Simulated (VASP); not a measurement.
```xyz
3
Lattice="0.0000 2.9960 2.9960 2.9960 0.0000 2.9960 2.9960 2.9960 0.0000" Properties=species:S:1:pos:R:3 pbc="T T T"
Al     1.4980     1.4980     1.4980
Al     4.4941     4.4941     4.4941
Au     0.0000     0.0000     0.0000
```

All values below come from AM05 GGA, VASP's PBE PAW potentials (set 64) (plane waves; VASP). Run with 520 eV cut-off, Gaussian smearing of 0.050 eV, potentials Al Au.

### Question
Give the energies of bands 2 to 11 at the high-symmetry points, in eV from the Fermi level.

### Answer

| band | Γ | X | U | L | W |
|---|---|---|---|---|---|
| 2 | -6.60 | -7.10 | -6.77 | -6.44 | -7.02 |
| 3 | -6.60 | -6.20 | -6.59 | -6.36 | -6.33 |
| 4 | -6.60 | -5.78 | -5.89 | -6.36 | -6.24 |
| 5 | -5.64 | -5.78 | -5.58 | -5.51 | -5.78 |
| 6 | -5.64 | -5.33 | -5.54 | -5.51 | -5.19 |
| 7 | 2.40 | -5.02 | -4.59 | -5.45 | -4.00 |
| 8 | 2.97 | -2.10 | -3.38 | 0.39 | -4.00 |
| 9 | 2.97 | -2.10 | -1.35 | 0.39 | -2.18 |
| 10 | 2.97 | 1.35 | 1.89 | 3.33 | 4.19 |
| 11 | 3.96 | 2.08 | 4.40 | 3.69 | 4.19 |

It has no gap at this level: it comes out as a metal or semimetal.

The compound is AuAl2 in the fluorite structure. It was relaxed first. The electron count is odd and the run is not spin-polarised, which forces a metal.
